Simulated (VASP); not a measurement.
Here is the system:

```xyz
3
Lattice="1.9050 -3.2996 0.0000 1.9050 3.2996 0.0000 0.0000 0.0000 6.1400" Properties=species:S:1:pos:R:3 pbc="T T T"
Sn     0.0000     0.0000     0.0000
Se     1.9050     1.0999     1.5350
Se     1.9050    -1.0999     4.6050
```

All values below come from PBE GGA, VASP's PBE PAW potentials (set 64) (plane waves; VASP 6.6.1). Numerical set-up: LASPH = .FALSE., 400 eV cut-off, 6×6×4 Γ-centred mesh, Gaussian smearing of 0.050 eV, potentials Sn_d Se.

Which forces act on the atoms, in eV/Å?

| atom | Fx | Fy | Fz |
|---|---|---|---|
| Sn1 | 0.000 | 0.000 | 0.000 |
| Se2 | 0.000 | 0.000 | 0.727 |
| Se3 | 0.000 | 0.000 | -0.727 |

Give the stress tensor in GPa (positive for a compressed cell).

```
4.99  0.00  0.00
0.00  4.99  0.00
0.00  0.00  6.13
```
The pressure is its mean diagonal, 5.37 GPa.

The compound is SnSe2 in the 1T layered structure. The cell was not relaxed at this level. The run is one of a series of settings (LASPH = .FALSE. against the base run), some of them coarse on purpose.
